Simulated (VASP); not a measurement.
Data:

```
CELL_PARAMETERS angstrom
      0.00000     3.15846     3.15846
      3.15846     0.00000     3.15846
      3.15846     3.15846     0.00000
ATOMIC_POSITIONS crystal
  Sr 0.00000 0.00000 0.00000
  Te 0.50000 0.50000 0.50000
```

Method: LDA (Ceperley-Alder, Perdew-Zunger), VASP's LDA PAW potentials (set 64) (plane waves; VASP). Settings: 500 eV cut-off, 7×7×7 Γ-centred mesh, Gaussian smearing of 0.050 eV, potentials Sr_sv Te.

**Question.** Predict the energy per atom (σ→0), pressure.

**Answer.** 
```json
{
 "energy per atom (σ→0)": "-4.581 eV/atom",
 "pressure": "49.8 kbar"
}
```

The compound is SrTe in the rock salt structure. It was relaxed first under an external pressure of 5 GPa.
